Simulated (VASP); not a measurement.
Here is the system:

```xyz
2
Lattice="2.8233 0.0000 0.0000 0.0000 2.8233 0.0000 0.0000 0.0000 4.0598" Properties=species:S:1:pos:R:3 pbc="T T T"
Ti     0.0000     0.0000     0.0000
Al     1.4117     1.4117     2.0299
```

All values below come from PBE GGA, VASP's PBE PAW potentials (set 64) (plane waves; VASP). Numerical set-up: 400 eV cut-off, Gaussian smearing of 0.050 eV, potentials Ti_sv Al.

Task: Give the energies of bands 5 to 10 at the high-symmetry points, in eV from the Fermi level.

Result: 
| band | Γ | X | M | Z | R | A |
|---|---|---|---|---|---|---|
| 5 | -9.06 | -4.59 | -3.21 | -7.59 | -4.94 | -2.52 |
| 6 | -1.87 | -4.55 | -0.49 | -5.27 | -2.96 | -2.29 |
| 7 | -0.85 | -1.71 | -0.49 | -0.68 | -1.20 | -2.29 |
| 8 | -0.35 | -0.26 | -0.43 | 0.63 | -1.17 | 1.75 |
| 9 | 2.14 | 1.73 | -0.22 | 1.78 | 1.37 | 2.12 |
| 10 | 2.14 | 2.50 | -0.22 | 1.78 | 1.78 | 2.69 |

It has no gap at this level: it comes out as a metal or semimetal.

The compound is TiAl in the L1_0 structure. It was relaxed first. The electron count is odd and the run is not spin-polarised, which forces a metal.
